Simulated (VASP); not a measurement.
GaCu3, 4 atoms in the cell. The structure is cubic, space group Pm-3m (No. 221). Conventional cell: a = 3.645 Å, b = 3.645 Å, c = 3.645 Å, α = 90.00°, β = 90.00°, γ = 90.00°. Ga (site symmetry m-3m) has 12 Cu at 2.58 Å as nearest neighbours. Cu (site symmetry 4/mmm) is surrounded by 4 Ga at 2.58 Å and 8 Cu at 2.58 Å. The cell comes from a database or a generator and needn't be the stable form of this composition.

| Item | Value |
| --- | --- |
| Program | VASP 6.6.1 |
| Task | relaxation of cell and atoms |
| Functional | TPSS |
| Potentials or basis | VASP PAW PBE potentials, release 64 (Ga_d, Cu) |
| Cutoff | 600 eV |
| k mesh | 7 × 7 × 7 |
| Occupations | methfessel-paxton, width 0.1 eV |
| Spin | no spin polarisation |
| Further INCAR settings | ALGO = Normal; EDIFF = 1e-06; IBRION = 2; EDIFFG = -0.005; NSW = 40; ISIF = 3 |

Potentials or basis: VASP PAW PBE potentials, release 64 (Ga_d, Cu).

The run is started by

```sh
$ cat potpaw_PBE.64/Ga_d/POTCAR potpaw_PBE.64/Cu/POTCAR > POTCAR
$ mpirun -np 1 vasp_std > vasp.out
```

Hardware: 1 thread of Intel(R) Xeon(R) Platinum 8488C (Sapphire Rapids), on a shared host.

Q: Estimate the wall time of this run.

A: Wall time 4.3 min on 1 thread of Intel(R) Xeon(R) Platinum 8488C (Sapphire Rapids) (shared host), peak memory 0.19 GiB. Counts: scf iterations 36, k points 20, ion steps 3.
